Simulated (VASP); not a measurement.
A VASP calculation is set up with these files.

INCAR:
```
SYSTEM = CoS
PREC = Accurate
ENCUT = 400
EDIFF = 1E-6
NELM = 100
ALGO = Normal
LREAL = .FALSE.
LASPH = .TRUE.
ISMEAR = 0
SIGMA = 0.05
GGA = PE
LMAXMIX = 4
ISPIN = 2
MAGMOM = 3.0 3.0 0.0 0.0
LORBIT = 10
LWAVE = .FALSE.
LCHARG = .FALSE.
ISIF = 2
```

**POSCAR**
```
CoS
1
   -1.6591030000     1.6591030000     5.6169060000
    1.6591030000    -1.6591030000     5.6169060000
    1.6591030000     1.6591030000    -5.6169060000
Co S
2 2
Direct
  0.7500000000   0.7500000000   0.0000000000
  0.5000000000   0.0000000000   0.5000000000
  0.1660000000   0.1660000000   0.0000000000
  0.9160000000   0.4160000000   0.5000000000
```

File KPOINTS:
```
Automatic mesh
0
Gamma
7 7 7
0 0 0
```

POTCAR, in this order: Co S (PBE.64 set). Program: vasp_gam.

Output

File standard output:
```
 POSCAR found type information on POSCAR CoS
 POSCAR found :  2 types and       4 ions
 Reading from existing POTCAR
 Reading from existing POTCAR
 LDA part: xc-table for (Slater+PW92), standard interpolation

 -----------------------------------------------------------------------------
|                                                                             |
|     EEEEEEE  RRRRRR   RRRRRR   OOOOOOO  RRRRRR      ###     ###     ###     |
|     E        R     R  R     R  O     O  R     R     ###     ###     ###     |
|     E        R     R  R     R  O     O  R     R     ###     ###     ###     |
|     EEEEE    RRRRRR   RRRRRR   O     O  RRRRRR       #       #       #      |
|     E        R   R    R   R    O     O  R   R                               |
|     E        R    R   R    R   O     O  R    R      ###     ###     ###     |
|     EEEEEEE  R     R  R     R  OOOOOOO  R     R     ###     ###     ###     |
|                                                                             |
|     You are using the Gamma-point-only version with more than one           |
|     k-point or some other non-Gamma k-point.                                |
|                                                                             |
|       ---->  I REFUSE TO CONTINUE WITH THIS SICK JOB ... BYE!!! <----       |
|                                                                             |
 -----------------------------------------------------------------------------
```

**Question.** Read the log: what went wrong, and how is it fixed?

**Answer.** The cause: the Γ-only program was given a k-mesh. VASP stops with an error: You are using the Gamma-point-only version with more than one k-point or some other non-Gamma k-point. ----> I REFUSE TO CONTINUE WITH THIS SICK JOB ... BYE!!! <---- To mend it, run vasp_std.

The mended run (PBE GGA, plane waves, VASP's PBE PAW potentials (set 64)) converges, and its OSZICAR ends with
```
   1 F= -.21685311E+02 E0= -.21681084E+02  d E =-.845353E-02  mag=     3.9699
```

The structure was generated: CoS was put into the NbAs type (I4_1md), which need not be its known phase. The cell was not relaxed at this level.
